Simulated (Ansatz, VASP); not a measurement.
# Cross-check of As4C3 between VASP and Ansatz, part 2 of 2

Wanted: the spread between two codes on one cell, functional and k mesh. The cell is generated by rule, not measured, and may not be a known phase. The cell is taken from a series of runs on this material, whose earlier steps may have relaxed, scaled, displaced or heated it; both programs get it as it stands.

VASP 6.6.1 and Ansatz 0.2.0.

So far: Starting point; Ansatz: relaxation of cell and atoms, PBEsol, pair 1.

## 3. VASP: relaxation of cell and atoms, PBEsol, pair 1

Level of this step: PBEsol; plane waves and PAW (C, As); invented cell (VASP).

The same cell, functional, mesh and smearing now go to VASP, with its own data sets.

Lines of VASP's logs that name or quote its potential files are left out, and so is its time.

INCAR

```
SYSTEM = As4C3
PREC = Accurate
ENCUT = 600
EDIFF = 1E-07
NELM = 120
ISMEAR = 1
SIGMA = 0.2
LREAL = .FALSE.
ALGO = Normal
GGA = PS
NBANDS = 23
LORBIT = 11
LWAVE = .FALSE.
LCHARG = .FALSE.
ISIF = 3
IBRION = 2
NSW = 80
EDIFFG = -0.005
LASPH = .TRUE.
GGA_COMPAT = .FALSE.
NELMIN = 4
KPAR = 2
```

POSCAR

```
As4C3
1.0
    4.5393860000      0.0000000000      0.0000000000
    0.0000000000      4.5393860000      0.0000000000
    0.0000000000      0.0000000000      4.5393860000
C As
3 4
Direct
    0.0000000000      0.0000000000      0.5000000000
    0.5000000000      0.0000000000      0.0000000000
    0.0000000000      0.5000000000      0.0000000000
    0.2726732206      0.2726732206      0.7273267794
    0.7273267794      0.7273267794      0.7273267794
    0.2726732206      0.7273267794      0.2726732206
    0.7273267794      0.2726732206      0.2726732206
```

KPOINTS

```
Automatic mesh
0
Gamma
8 8 8
0 0 0
```

Potentials, in the order of the species: C and As (PBE family, release 64).

On the command line:

```
$ mpirun -np 2 vasp_std
```

Numbers of over 12 decimals in the logs are rounded to 6 here.

The log of the run:

```text
[banner, memory and clock lines left out]
running    2 mpi-ranks, on    1 nodes
 distrk:  each k-point on    1 cores,    2 groups
 distr:  one band on    1 cores,    1 groups

 POSCAR found type information on POSCAR C As
 POSCAR found :  2 types and       7 ions
|                                                                             |
|               ----> ADVICE to this user running VASP <----                  |
|                                                                             |
|     You enforced a specific xc type in the INCAR file but a different       |
|     [... a line on the potential file left out ...]
|     I HOPE YOU KNOW WHAT YOU ARE DOING!                                     |
|                                                                             |

 LDA part: xc-table for (Slater+PW92), standard interpolation
 POSCAR, INCAR and KPOINTS ok, starting setup
 FFT: planning ... GRIDC
 FFT: planning ... GRID_SOFT
 FFT: planning ... GRID
 WAVECAR not read
 entering main loop
       N       E                     dE             d eps       ncg     rms          rms(c)
DAV:   1     0.126131668800E+03    0.12613E+03   -0.15367E+04  1610   0.138E+03
DAV:   2    -0.350033945447E+02   -0.16114E+03   -0.15026E+03  2009   0.218E+02
DAV:   3    -0.462094964844E+02   -0.11206E+02   -0.10817E+02  2128   0.550E+01
DAV:   4    -0.464641553495E+02   -0.25466E+00   -0.25362E+00  2029   0.822E+00
DAV:   5    -0.464733156895E+02   -0.91603E-02   -0.91562E-02  2203   0.128E+00    0.119E+01
DAV:   6    -0.436743122284E+02    0.27990E+01   -0.10572E+01  1996   0.162E+01    0.504E+00
DAV:   7    -0.436514313064E+02    0.22881E-01   -0.12642E+00  1911   0.611E+00    0.301E+00
DAV:   8    -0.436162288083E+02    0.35202E-01   -0.18945E-01  2116   0.219E+00    0.658E-01
DAV:   9    -0.436106856482E+02    0.55432E-02   -0.33973E-02  2121   0.103E+00    0.156E-01
DAV:  10    -0.436109469495E+02   -0.26130E-03   -0.29271E-03  2026   0.285E-01    0.499E-02
DAV:  11    -0.436109368012E+02    0.10148E-04   -0.20587E-04  2091   0.775E-02    0.188E-02
DAV:  12    -0.436109368321E+02   -0.30899E-07   -0.20649E-05  2080   0.268E-02    0.513E-03
DAV:  13    -0.436109373039E+02   -0.47176E-06   -0.20213E-06  2023   0.905E-03    0.178E-03
DAV:  14    -0.436109372696E+02    0.34325E-07   -0.35310E-07  1853   0.308E-03
   1 F= -.43610937E+02 E0= -.43611286E+02  d E =-.436109E+02
 curvature:   0.00 expect dE= 0.000E+00 dE for cont linesearch  0.000E+00
 trial: gam= 0.00000 g(F)=  0.242E-02 g(S)=  0.484E-02 ort = 0.000E+00 (trialstep = 0.100E+01)
 search vector abs. value=  0.726E-02
 bond charge predicted
       N       E                     dE             d eps       ncg     rms          rms(c)
DAV:   1    -0.436144443341E+02   -0.35070E-02   -0.15067E-01  1792   0.224E+00    0.310E-01
DAV:   2    -0.436124072254E+02    0.20371E-02   -0.90134E-03  2073   0.496E-01    0.191E-01
DAV:   3    -0.436114444953E+02    0.96273E-03   -0.10433E-03  1862   0.174E-01    0.539E-02
DAV:   4    -0.436113353535E+02    0.10914E-03   -0.19952E-04  2086   0.646E-02    0.181E-02
DAV:   5    -0.436113335849E+02    0.17686E-05   -0.74055E-06  2031   0.150E-02    0.741E-03
DAV:   6    -0.436113330280E+02    0.55699E-06   -0.48013E-07  1988   0.452E-03    0.157E-03
DAV:   7    -0.436113330303E+02   -0.23560E-08   -0.24239E-07  1606   0.242E-03
   2 F= -.43611333E+02 E0= -.43611717E+02  d E =-.395761E-03
 trial-energy change:   -0.000396  1 .order   -0.000456   -0.007259    0.006347
 step:   0.5269(harm=  0.5335)  dis= 0.00164  next Energy=   -43.612841 (dE=-0.190E-02)
 bond charge predicted
       N       E                     dE             d eps       ncg     rms          rms(c)
DAV:   1    -0.436135075730E+02   -0.21745E-02   -0.33954E-02  1785   0.107E+00    0.147E-01
DAV:   2    -0.436130667280E+02    0.44085E-03   -0.20293E-03  2051   0.235E-01    0.900E-02
DAV:   3    -0.436128593107E+02    0.20742E-03   -0.23563E-04  1883   0.824E-02    0.245E-02
DAV:   4    -0.436128404910E+02    0.18820E-04   -0.41940E-05  2072   0.297E-02    0.879E-03
DAV:   5    -0.436128404642E+02    0.26749E-07   -0.14670E-06  2018   0.674E-03    0.349E-03
DAV:   6    -0.436128405513E+02   -0.87125E-07   -0.88805E-08  1372   0.204E-03
   3 F= -.43612841E+02 E0= -.43613207E+02  d E =-.190328E-02
 curvature:  -0.27 expect dE=-0.106E-06 dE for cont linesearch -0.324E-07
 trial: gam=-0.00404 g(F)=  0.511E-07 g(S)=  0.345E-06 ort = 0.297E-04 (trialstep = 0.905E+00)
 search vector abs. value=  0.274E-06
 reached required accuracy - stopping structural energy minimisation
```

OUTCAR, selected parts (step 3):

```text
ion  position               nearest neighbor table
   1  0.000  0.000  0.500-   4 2.03   5 2.03   6 2.03   7 2.03
   2  0.500  0.000  0.000-   4 2.03   5 2.03   6 2.03   7 2.03
   3  0.000  0.500  0.000-   4 2.03   5 2.03   6 2.03   7 2.03
   4  0.273  0.273  0.727-   1 2.03   2 2.03   3 2.03   5 2.92   6 2.92   7 2.92
   5  0.727  0.727  0.727-   1 2.03   2 2.03   3 2.03   4 2.92   6 2.92   7 2.92
   6  0.273  0.727  0.273-   1 2.03   2 2.03   3 2.03   4 2.92   5 2.92   7 2.92
   7  0.727  0.273  0.273-   1 2.03   2 2.03   3 2.03   4 2.92   5 2.92   6 2.92

  LATTYP: Found a simple cubic cell.
 ALAT       =     4.5393860000

 Subroutine GETGRP returns: Found 24 space group operations
 (whereof 24 operations were pure point group operations)

The static configuration has the point symmetry T_d .

 Found     35 irreducible k-points:

   k-points           NKPTS =     35   k-points in BZ     NKDIM =     35   number of bands    NBANDS=     23

   dimension x,y,z NGX =    36 NGY =   36 NGZ =   36
   dimension x,y,z NGXF=    72 NGYF=   72 NGZF=   72

   ENCUT  =  600.0 eV  44.10 Ry    6.64 a.u.   9.07  9.07  9.07*2*pi/ulx,y,z

   NELECT =      32.0000    total number of electrons

 k-points in reciprocal lattice and weights: Automatic mesh
   0.00000000  0.00000000  0.00000000       0.002
   0.12500000  0.00000000  0.00000000       0.012
   0.25000000  0.00000000  0.00000000       0.012
   0.37500000  0.00000000  0.00000000       0.012
   0.50000000  0.00000000  0.00000000       0.006
   0.12500000  0.12500000  0.00000000       0.023
   0.25000000  0.12500000  0.00000000       0.047
   0.37500000  0.12500000  0.00000000       0.047
   0.50000000  0.12500000  0.00000000       0.023
[...]
0.50000000  0.50000000  0.37500000       0.012
   0.50000000  0.50000000  0.50000000       0.002

 average (electrostatic) potential at core
       1 -48.6851       2 -48.6851       3 -48.6851       4 -48.0794       5 -48.0794
       6 -48.0794       7 -48.0794

 E-fermi :   6.9721

 k-point     1 :       0.0000    0.0000    0.0000
  band No.  band energies     occupation
    ...
     11       3.5119      2.00000
     12       3.5119      2.00000
     13       3.5119      2.00000
     14       6.2160      2.00000
     15       6.2160      2.00000
     16       7.1410     -0.00110
     17       7.1410     -0.00110
     18       7.1410     -0.00110
     19       8.7052     -0.00000
     20       9.2217     -0.00000
    ...

 k-point     2 :       0.1250    0.0000    0.0000
  band No.  band energies     occupation
    ...
     14       6.3197      2.00004
     15       6.7194      2.07048
     16       6.9366      1.29522
     17       6.9436      1.23860
     18       6.9436      1.23860
     19       8.7682     -0.00000
     20       9.4412     -0.00000
     21       9.4412     -0.00000
     22       9.4718     -0.00000
     23      10.4777     -0.00000

 k-point     3 :       0.2500    0.0000    0.0000
  band No.  band energies     occupation
    ...
     12       3.3222      2.00000
     13       3.3222      2.00000
     14       5.6232      2.00000
     15       6.3548      2.00011
     16       6.3548      2.00011
     17       7.1446     -0.00877
     18       7.9303     -0.00000
     19       9.1679     -0.00000
     20       9.6161     -0.00000
     21      10.3757     -0.00000
    ...

  Total        0.0040831      0.0040831      0.0040831     -0.0000000     -0.0000000     -0.0000000
  in kB        0.0695695      0.0695695      0.0695695     -0.0000000     -0.0000000     -0.0000000
  external PRESSURE =       0.0695695 kB  Pullay stress =       0.0000000 kB

  energy-cutoff  :      600.00
  volume of cell :       94.03
      direct lattice vectors                 reciprocal lattice vectors
     4.547358544  0.000000000  0.000000000     0.219907885  0.000000000 -0.000000000
    -0.000000000  4.547358544  0.000000000    -0.000000000  0.219907885  0.000000000
     0.000000000 -0.000000000  4.547358544    -0.000000000 -0.000000000  0.219907885

 POSITION                                       TOTAL-FORCE (eV/Angst)
 -----------------------------------------------------------------------------------
      0.00000     -0.00000      2.27368        -0.000000     -0.000000     -0.000000
      2.27368     -0.00000      0.00000        -0.000000     -0.000000     -0.000000
     -0.00000      2.27368      0.00000        -0.000000     -0.000000     -0.000000
      1.24159      1.24159      3.30576        -0.000297     -0.000297      0.000297
      3.30576      3.30576      3.30576         0.000297      0.000297      0.000297
      1.24159      3.30576      1.24159        -0.000297      0.000297     -0.000297
      3.30576      1.24159      1.24159         0.000297     -0.000297     -0.000297
 -----------------------------------------------------------------------------------
    total drift:                                0.000000      0.000000      0.000000

  FREE ENERGIE OF THE ION-ELECTRON SYSTEM (eV)
  ---------------------------------------------------
  free  energy   TOTEN  =       -43.6128405513 eV

  energy  without entropy=      -43.6139392690  energy(sigma->0) =      -43.61320679

 reached required accuracy - stopping structural energy minimisation

 total charge
# of ion       s       p       d       tot
------------------------------------------
    1        0.863   1.458   0.000   2.321
    2        0.863   1.458   0.000   2.321
    3        0.863   1.458   0.000   2.321
    4        1.252   1.416   0.115   2.782
    5        1.252   1.416   0.115   2.782
    6        1.252   1.416   0.115   2.782
    7        1.252   1.416   0.115   2.782
--------------------------------------------------
tot          7.596  10.036   0.460  18.092

[... 3 further parts left out ...]
```

CONTCAR:

```
As4C3
   1.00000000000000
     4.5473585442034432    0.0000000000000000    0.0000000000000000
    -0.0000000000000000    4.5473585442034432    0.0000000000000000
     0.0000000000000000   -0.0000000000000000    4.5473585442034432
  C               As
     3     4
Direct
     0.0000000000000000    0.0000000000000000    0.5000000000000000
     0.5000000000000000    0.0000000000000000    0.0000000000000000
     0.0000000000000000    0.5000000000000000    0.0000000000000000
     0.2730365176307003    0.2730365176307003    0.7269634823692998
     0.7269634823692998    0.7269634823692998    0.7269634823692998
     0.2730365176307003    0.7269634823692998    0.2730365176307003
     0.7269634823692998    0.2730365176307003    0.2730365176307003
```

## 4. Differences

Known differences besides the potentials themselves: the data sets hold 72 valence electrons in Ansatz (on its default PAW (the set named soft_2) files) and 32 in VASP; the cutoff is 420 eV in Ansatz and 600 eV in VASP; Ansatz makes its cores anew for this functional, VASP keeps those of its PBE data sets; Ansatz adds a Pulay correction to the stress that steers its cell, VASP none. Total energies have different zeros and are not compared.

Both answers:

| quantity | Ansatz | VASP | difference |
| --- | --- | --- | --- |
| volume (Å³) | 93.52 | 94.03 | -0.55 % |
| edge a after relaxation, in the typed setting (Å) | 4.539 | 4.547 | -0.18 % |

## 5. VASP: relaxation of cell and atoms, PBEsol, pair 2

The relaxed volume is the usual yardstick between codes: in a stiff, nearly cubic crystal its relative difference is about their pressure difference at one cell divided by the bulk modulus.

INCAR, as its differences from that of step 3:

```diff
@@ -5,4 +5,4 @@
 NELM = 120
-ISMEAR = 1
-SIGMA = 0.2
+ISMEAR = 0
+SIGMA = 0.1
 LREAL = .FALSE.
```

POSCAR

```
As4C3
1.0
    4.5432190000      0.0000000000      0.0000000000
    0.0000000000      4.5432190000      0.0000000000
    0.0000000000      0.0000000000      4.5432190000
C As
3 4
Direct
    0.0000000000      0.0000000000      0.5000000000
    0.5000000000      0.0000000000      0.0000000000
    0.0000000000      0.5000000000      0.0000000000
    0.2724414121      0.2724414121      0.7275585879
    0.7275585879      0.7275585879      0.7275585879
    0.2724414121      0.7275585879      0.2724414121
    0.7275585879      0.2724414121      0.2724414121
```

KPOINTS is that of step 3.

On the command line:

```
$ mpirun -np 2 vasp_std
```

The log of the run:

```text
[banner, memory and clock lines left out]
running    2 mpi-ranks, on    1 nodes
[...]
[... a notice as in an earlier step ...]

 LDA part: xc-table for (Slater+PW92), standard interpolation
 POSCAR, INCAR and KPOINTS ok, starting setup
[...]
entering main loop
       N       E                     dE             d eps       ncg     rms          rms(c)
DAV:   1     0.129210931650E+03    0.12921E+03   -0.15486E+04  1610   0.139E+03
DAV:   2    -0.351952435773E+02   -0.16441E+03   -0.15472E+03  2072   0.222E+02
DAV:   3    -0.462315599586E+02   -0.11036E+02   -0.10747E+02  2136   0.552E+01
DAV:   4    -0.464647475055E+02   -0.23319E+00   -0.23231E+00  2085   0.796E+00
[...]
DAV:  12    -0.436139250591E+02    0.80327E-08   -0.20801E-05  2079   0.272E-02    0.538E-03
DAV:  13    -0.436139256102E+02   -0.55106E-06   -0.21430E-06  2009   0.916E-03    0.185E-03
DAV:  14    -0.436139255687E+02    0.41547E-07   -0.26408E-07  1701   0.284E-03
   1 F= -.43613926E+02 E0= -.43610813E+02  d E =-.436139E+02
[... from here on, the cycles between the ionic steps are left out ...]
   2 F= -.43614504E+02 E0= -.43611354E+02  d E =-.578181E-03
   3 F= -.43615702E+02 E0= -.43612567E+02  d E =-.177634E-02
   4 F= -.43615752E+02 E0= -.43612613E+02  d E =-.505202E-04
 trial-energy change:   -0.000051  1 .order   -0.000048   -0.000091   -0.000005
 step:   0.9578(harm=  0.9661)  dis= 0.00043  next Energy=   -43.615753 (dE=-0.507E-04)
 reached required accuracy - stopping structural energy minimisation
```

OUTCAR, selected parts (step 5):

```text
  Total       -0.0020859     -0.0020859     -0.0020859      0.0000000      0.0000000      0.0000000
  in kB       -0.0355309     -0.0355309     -0.0355309      0.0000000      0.0000000      0.0000000
  external PRESSURE =      -0.0355309 kB  Pullay stress =       0.0000000 kB

 POSITION                                       TOTAL-FORCE (eV/Angst)
 -----------------------------------------------------------------------------------
      0.00000      4.54776      2.27388        -0.000000      0.000000     -0.000000
      2.27388      4.54776     -0.00000        -0.000000      0.000000     -0.000000
     -0.00000      2.27388     -0.00000        -0.000000      0.000000     -0.000000
      1.24162      1.24162      3.30615         0.000688      0.000688     -0.000688
      3.30615      3.30615      3.30615        -0.000688     -0.000688     -0.000688
      1.24162      3.30615      1.24162         0.000688     -0.000688      0.000688
      3.30615      1.24162      1.24162        -0.000688      0.000688      0.000688
 -----------------------------------------------------------------------------------
    total drift:                                0.000000      0.000000      0.000000

  FREE ENERGIE OF THE ION-ELECTRON SYSTEM (eV)
  ---------------------------------------------------
  free  energy   TOTEN  =       -43.6157524324 eV

  energy  without entropy=      -43.6094740007  energy(sigma->0) =      -43.61261322

[... 2 parts as in an earlier step ...]

[... 2 further parts left out ...]
[key lines of the parts left out:]
E-fermi :   6.9708
```

## 6. Ansatz: relaxation of cell and atoms, PBEsol, pair 2

The same cell, functional, mesh and smearing now go to Ansatz, which takes its cutoff from its data sets.

The cell is taken from a series of runs on this material, whose earlier steps may have relaxed, scaled, displaced or heated it; both programs get it as it stands.

input.yaml

```yaml
crystal:
  lattice:
    - [4.5432188424, 0.0, 0.0]
    - [0.0, 4.5432188424, 0.0]
    - [0.0, 0.0, 4.5432188424]
  atoms:
    - { symbol: C, position: [0.0, 0.0, 0.5] }
    - { symbol: C, position: [0.5, 0.0, 0.0] }
    - { symbol: C, position: [0.0, 0.5, 0.0] }
    - { symbol: As, position: [0.2724414785, 0.2724414785, 0.7275585215] }
    - { symbol: As, position: [0.7275585215, 0.7275585215, 0.7275585215] }
    - { symbol: As, position: [0.2724414785, 0.7275585215, 0.2724414785] }
    - { symbol: As, position: [0.7275585215, 0.2724414785, 0.2724414785] }
kpoints:
  mp_grid: { grid: [8, 8, 8] }
hamiltonian:
  xc: pbesol
scf:
  occupations: { method: gaussian, width: 0.1 }
output:
  forces: true
  stress: true
  eigenvalues: true
  write_density: true
  write_potential: true
  elf: true
  volumetric_format: npy
relax:
  adjacent_minimum: "off"
  f_tol: 0.005
  max_steps: 80
  cell: { stress_tol: 0.05 }
```

On the command line:

```
$ ansatz run input.yaml --threads 8 --pin off --max-ram 14336MiB --backend cpu --events-out ev --progress --plain --runs-dir out
```

The log of the run:

```text
[...]
Crystal: 7 atoms, lattice volume = 93.776 Å³
Basis set: ecut = 420 eV, 1839 PW (Γ), exchange–correlation on 64×64×64 points (8 copies of the dense FFT grid, shifted against one another)
Bands: 44, of which v1, the nominal top of the filled ones, is band 36 counted from 1 (35 counted from 0)
Symmetry: 24 space group operations
[...]
k-points: 35 of 512 (time reversal used)
[...]
cell:  # Å, volume = 93.5387 Å³
    - [4.539386, 0, 0]
    - [0, 4.539386, 0]
    - [0, 0, 4.539386]
  atoms:
    - { symbol: C, position: [0, 0, 0.5] }
    - { symbol: C, position: [0.5, 0, 0] }
    - { symbol: C, position: [0, 0.5, 0] }
    - { symbol: As, position: [0.272673, 0.272673, 0.727327] }
    - { symbol: As, position: [0.727327, 0.727327, 0.727327] }
    - { symbol: As, position: [0.272673, 0.727327, 0.272673] }
    - { symbol: As, position: [0.727327, 0.272673, 0.272673] }
[key lines of the parts left out:]
SCF converged after 5 iterations
Free energy (F): -19986.454299 eV
Fermi energy:    12.538251 eV
P = ⅓ Tr σ = -0.0055 GPa (-0.055 kbar)
```

## 7. Comparison

What differs besides the data sets and the points named for the pairs above, as far as they apply: the data sets hold 72 valence electrons in Ansatz (on its default PAW (the set named soft_2) files) and 32 in VASP. Total energies have different zeros and are not compared.

Both answers:

| quantity | Ansatz | VASP | difference |
| --- | --- | --- | --- |
| volume (Å³) | 93.54 | 94.06 | -0.55 % |
| edge a after relaxation, in the typed setting (Å) | 4.539 | 4.548 | -0.18 % |

## 8. What came out

```json
{"difference in volume (relaxation of cell and atoms, PBEsol, pair 1)": "-0.55 %", "difference in volume (relaxation of cell and atoms, PBEsol, pair 2)": "-0.55 %"}
```

What this shows: The difference in volume is -0.55 % (relaxation of cell and atoms, PBEsol, pair 2), within the 1.2 % picked in this series as the mark of a large difference, as far as the stopping tolerances let one tell. The data sets hold unlike numbers of valence electrons (72 in Ansatz and 32 in VASP), so part of the differences comes from the potentials. 1 further run of this series is not shown here. How closely two codes agree says nothing of how well the functional describes the real material.

[Lines on the potential files, build, host, timing and source positions are cut from VASP's logs without a mark.]

[Logs are printed without paths, hosts, clocks, repeated set-up lines and the standing remarks that a program may print on its own settings, such as how far it seeks lower states.]

[Hosts, paths, dates, database ids (printed as entryN), source tags and the programs' standing remarks are cut or masked in the printed files.]
